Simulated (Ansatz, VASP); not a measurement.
SrAl2H2: VASP beside Ansatz

Contents of INCAR:

```
SYSTEM = SrAl2H2
ALGO = Normal ; EDIFF = 1E-6
ENCUT = 520 ; ISIF = 2
ISMEAR = 0 ; LASPH = .TRUE.
LCHARG = .TRUE. ; LELF = .TRUE.
LREAL = .FALSE. ; LVHAR = .TRUE.
LWAVE = .FALSE. ; NBANDS = 17
NELM = 80 ; PREC = Accurate
SIGMA = 0.15
```

Contents of KPOINTS:

```
k-points
0
G
  12 12 10
  0 0 0
```

POSCAR

```
SrAl2H2
1.0
    4.5252979390      0.0000000000      0.0000000000
   -2.2626489695      3.9190229748      0.0000000000
    0.0000000000      0.0000000000      4.7214000000
Sr Al H
1 2 2
Direct
    0.0000000000      0.0000000000      0.0052950396
    0.3333333333      0.6666666667      0.4589000000
    0.6666666667      0.3333333333      0.5411000000
    0.3333333333      0.6666666667      0.0976000000
    0.6666666667      0.3333333333      0.9024000000
```

Input for Ansatz:

```yaml
crystal:
  lattice:
    - [4.525297939, 0.0, 0.0]
    - [-2.2626489695, 3.9190229748, 0.0]
    - [0.0, 0.0, 4.7214]
  atoms:
    - { symbol: Sr, position: [0.0, 0.0, 0.0052950396] }
    - { symbol: Al, position: [0.3333333333, 0.6666666667, 0.4589] }
    - { symbol: Al, position: [0.6666666667, 0.3333333333, 0.5411] }
    - { symbol: H, position: [0.3333333333, 0.6666666667, 0.0976] }
    - { symbol: H, position: [0.6666666667, 0.3333333333, 0.9024] }
basis:
  ecutwfc: 420
kpoints:
  mp_grid: { grid: [12, 12, 10] }
hamiltonian:
  xc: lda
scf:
  occupations: { method: gaussian, width: 0.15 }
output:
  forces: true
  stress: true
  eigenvalues: true
```

Change from the starting cell: all Sr atoms moved +0.025 Å, as atom 1 along Cartesian [0 0 1].

Alike in both runs: task single point; functional LDA; k mesh 12 × 12 × 10; occupations gaussian, width 0.15 eV; no spin polarisation.

|  | VASP | Ansatz |
| --- | --- | --- |
| version | VASP 6.6.1 | Ansatz 0.2.0 |
| potentials or method | VASP PAW LDA potentials, release 64 (Sr_sv, Al, H) | scalar-relativistic, plane waves, PAW |
| plane-wave cutoff (eV) | 520 | 420 |
| valence electrons in the cell | 18 | 18 |

```tsv
	VASP	Ansatz	Ansatz less VASP
gap on the k mesh at the Fermi level (eV)	none	none	-
pressure (GPa)	-2.8	-2.9	-0.07
largest component of the traceless stress (GPa)	0.52	0.50	-0.017
rms of the force components (eV/Å)	0.075	0.072	-0.0029
```

Atom by atom the forces differ by 0.003 eV/Å (rms over components). A gap of «none» marks a metal or a gap that the smearing closes.
